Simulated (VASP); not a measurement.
Here is a VASP 6.6.1 calculation.

Contents of INCAR:

```
PREC     = Accurate       # precision mode
ENCUT    = 520            # plane-wave cutoff, eV
EDIFF    = 1E-6           # SCF threshold, eV
ISMEAR   = -1             # smearing method
SIGMA    = 0.002          # smearing width, eV
LREAL    = Auto         
LASPH    = T              # aspherical terms in the spheres
NELM     = 100            # most SCF steps
ALGO     = Fast           # electronic algorithm
ISIF     = 2              # what is computed and relaxed
LWAVE    = F              # write WAVECAR
LCHARG   = T              # write CHGCAR
GGA      = PE             # functional
LELF     = T              # ELF
LVHAR    = T            
NBANDS   = 48             # bands
NELECT   = 66.0
```

The input KPOINTS:

```
regular mesh
0
Gamma
  2 2 2
```

File POSCAR:

```
LiSi16
1.0
    0.0000000000      5.4300000000      5.4300000000
    5.4300000000      0.0000000000      5.4300000000
    5.4300000000      5.4300000000      0.0000000000
Si Li
16 1
Direct
    0.0679373849     -0.0888397790      0.0142725599
    0.1726335175      0.0932412523      0.0848250460
    0.0159023941      0.0463812155      0.4743738490
    0.1449815838      0.1407458564      0.6144106814
    0.0180018416      0.4878360958     -0.0098066298
    0.1519152855      0.5420257827      0.1674953959
    0.0133701657      0.4872191529      0.5041804788
    0.0905893186      0.6709760589      0.6031307551
    0.5689871087     -0.0470349908     -0.0831491713
    0.6879558011      0.0467034991      0.0951565378
    0.5070626151      0.0011694291      0.4442449355
    0.6360036832      0.1594290976      0.5482136280
    0.5584346225      0.4218968692      0.0321362799
    0.6395395948      0.6060405157      0.1255064457
    0.4701933702      0.5389410681      0.4799723757
    0.6157826888      0.6205709024      0.6038674033
    0.4005248619      0.3077440147      0.8750368324
```

Potentials or basis: VASP PAW PBE potentials, release 64 (Si, Li_sv).

Run with:

```console
$ cat potpaw_PBE.64/Si/POTCAR potpaw_PBE.64/Li_sv/POTCAR > POTCAR
$ mpirun -np 1 vasp_std > vasp.out
```

Problem. What does it give for the largest force?

Solution. 3.438 eV/Å.

Problem. Estimate the band gap on the k mesh.

Solution. 0.09 eV, direct.

Forces in eV/Å, atoms in the order of the input:
```
Si  -0.067 -1.742  0.392
Si   1.143  0.780  0.003
Si  -1.182 -1.443 -0.594
Si  -0.754  2.238 -1.976
Si  -0.370 -0.553 -0.663
Si  -2.353 -0.548  2.402
Si   3.006 -1.176 -1.184
Si   0.595  1.181  0.363
Si   1.161 -0.120 -0.056
Si  -0.545 -0.647  0.959
Si   0.684  1.522 -0.242
Si  -0.731  0.285 -0.046
Si  -0.739 -2.170 -0.550
Si  -1.201  0.276  0.471
Si  -0.504 -0.317 -1.314
Si   1.321  2.450  0.948
Li   0.537 -0.014  1.087
```

Caveat: the k mesh is coarse (spacing up to 0.50 Å⁻¹), so the values aren't converged; the cell carries a net charge on a neutralising background, which shifts energy and pressure; the cell is charged against a uniform background, so pressure and absolute levels hang on convention.
